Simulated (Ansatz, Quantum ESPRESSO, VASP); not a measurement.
**Code comparison for CaPbF6 (P1, 8 atoms in the cell)**

Self-consistent single point, at a second geometry (lattice scaled by 0.98). First geometry:

```
CELL_PARAMETERS angstrom
      0.00000     4.31698     4.31698
      4.31698     0.00000     4.31698
      4.31698     4.31698     0.00000
ATOMIC_POSITIONS crystal
  Ca 0.49712 0.49737 0.50273
  Pb 0.00286 0.00394 0.99268
  F  0.76011 0.75670 0.24220
  F  0.23339 0.24173 0.76101
  F  0.23374 0.76014 0.76066
  F  0.76277 0.23862 0.24388
  F  0.76050 0.24299 0.75617
  F  0.24951 0.75851 0.24069
```

Shared settings, as Ansatz (an electronic-structure program) writes them: kpoints.mp_grid.grid = 3 3 3; scf.occupations.method = fermi_dirac; scf.occupations.width = 0.0007 Ry. Potentials and cutoffs stand in the table.

```csv
code,model,ΔF from the first geometry (meV/atom),pressure (GPa),largest force (eV/Å),gap on the mesh (eV),cutoff
Ansatz,"PBEsol, PAW files made with PBE",13.6,4.00,1.912,4.088,30.9 Ry
Quantum ESPRESSO,"PBEsol, GBRV 1.5 ultrasoft (PBESOL) pseudopotentials",11.4,3.65,1.879,4.053,40 Ry
VASP,"PBEsol, VASP's PBE PAW potentials (set 64)",18.0,-2.73,1.944,4.075,400 eV
```

For VASP (by 7.1 GPa) the energy change implies a higher mean pressure, against the two pressures, than for the other programs: a sign of finite-basis (Pulay) stress.

Size of the force on each atom (eV/Å): Sizes of forces hide their directions.

```tsv
code	Ca1	Pb2	F3	F4	F5	F6	F7	F8
Ansatz	0.228	1.912	0.083	1.324	0.755	0.105	0.540	0.438
Quantum ESPRESSO	0.225	1.879	0.135	1.239	0.683	0.051	0.471	0.491
VASP	0.227	1.944	0.104	1.329	0.748	0.082	0.526	0.482
```

Gaps are read on the mesh.

On Ansatz's run: spin-orbit coupling is off.

The spread over the programs that give each value: ΔF from the first geometry within 6.6 meV/atom; pressure within 6.73 GPa; largest force within 0.065 eV/Å; gap on the mesh within 0.035 eV.

Ansatz's pressure is given at a fixed set of plane waves, as the other plane-wave codes print theirs; with its correction for the finite basis it is 4.30 GPa (the shift of 0.29 GPa shows how far the cutoff is from converged). In the pressure, VASP (by 6.38) lies more than 1 GPa from the median of the plane-wave programs. In the force vectors, Quantum ESPRESSO (by 0.084) lies more than 0.08 eV/Å from the median of the plane-wave programs.

VASP's run is marked for a possible Pulay error in its stress at this cutoff; no cutoff test was made.

The starting cell comes from a database of computed structures (which also holds hypothetical and non-ambient phases and stackings), without a prior relaxation at this level. Its atoms were displaced at random from the sites of space group no. 225. For this run, on top of that: lattice scaled by 0.98.

Left out of this page: CP2K (unsound by tests on forces, stress, charge or solver warnings); SIESTA (not drawn, or without a comparable value).

Keys are those of Ansatz 0.2.
